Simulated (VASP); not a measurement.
Level of theory: PBE GGA, VASP's PBE PAW potentials (set 64) (plane waves; VASP).

A VASP calculation is set up with these files.

File KPOINTS:
```
Automatic mesh
0
Gamma
8 8 8
```

**POSCAR**
```
HfO2
1
    0.0000000000     2.5501600000     2.5501600000
    2.5501600000     0.0000000000     2.5501600000
    2.5501600000     2.5501600000     0.0000000000
Hf O
1 2
Direct
  0.0000000000   0.0000000000   0.0000000000
  0.2500000000   0.2500000000   0.2500000000
  0.7500000000   0.7500000000   0.7500000000
```

INCAR:
```
! general
SYSTEM =HfO2
PREC   =Accurate
ENCUT  =400   ! plane-wave cut-off (eV)
LREAL  =.FALSE.   ! projection in real space or not
LASPH  =.TRUE.   ! aspherical one-centre terms

! electronic loop
EDIFF  =1E-6   ! SCF stop (eV)
NELM   =100
ALGO   =Normal   ! blocked Davidson
LMAXMIX=6   ! l cut-off of mixed one-centre charges

! smearing
ISMEAR =-1   ! Fermi-Dirac
SIGMA  =0.01   ! width (eV)

! functional
GGA    =PE   ! PBE

! ions
ISIF   =2

! output
LWAVE  =.FALSE.
LCHARG =.FALSE.
```

POTCAR, in this order: Hf_pv O (PBE.64 set). Program: vasp_std.

At this cut-off the stress carries a Pulay error, which pulls relaxed volumes low. Unless said otherwise, spin-orbit coupling is left out, though it shifts the bands of the heavy elements here.

### Question
Estimate the energy per atom (σ→0), pressure, band gap (on the k-mesh).

### Answer

```yaml
energy per atom (σ→0): -10.093 eV/atom
band gap (on the k-mesh): 3.75 eV
pressure: -9.98 GPa
```

File OSZICAR:
```
...
DAV:   7    -0.303191762135E+02    0.10295E+00   -0.77121E-01  1073   0.800E+00    0.283E+01
DAV:   8    -0.302909293450E+02    0.28247E-01   -0.24569E-01  1045   0.504E+00    0.587E+00
DAV:   9    -0.302790959060E+02    0.11833E-01   -0.45304E-02  1038   0.188E+00    0.166E+00
DAV:  10    -0.302791753389E+02   -0.79433E-04   -0.49121E-03  1158   0.544E-01    0.322E-01
DAV:  11    -0.302791362211E+02    0.39118E-04   -0.33608E-04  1017   0.147E-01    0.221E-01
DAV:  12    -0.302791484397E+02   -0.12219E-04   -0.58062E-05  1144   0.575E-02    0.651E-02
DAV:  13    -0.302791492655E+02   -0.82581E-06   -0.20161E-06   899   0.115E-02
   1 F= -.30279149E+02 E0= -.30279149E+02  d E =-.712867E-13
```

The structure is a typed HfO2 crystal (Fm-3m). The cell was not relaxed at this level.
